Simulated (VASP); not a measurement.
Data:

```
AuCu
1.0
    2.86731     0.00000     0.00000
    0.00000     2.89599     0.00000
    0.00000     0.00000     3.53291
Cu Au
1 1
Direct
  0.00000   0.00000   0.00000
  0.50000   0.50000   0.50000
```

Method: r2SCAN meta-GGA, VASP's PBE PAW potentials (set 64) (plane waves; VASP 6.6.1). Run with 480 eV cut-off, 12×12×10 Γ-centred mesh, first-order Methfessel-Paxton smearing of 0.10 eV, potentials Cu Au.

### Question
Give the stress tensor in GPa (positive for a compressed cell).

### Answer

```
-0.63   0.00   0.00
 0.00  -1.42   0.00
 0.00   0.00  -1.32
```
The pressure is its mean diagonal, -1.12 GPa.

The compound is CuAu in the L1_0 structure. This cell was strained or had an atom moved on purpose.
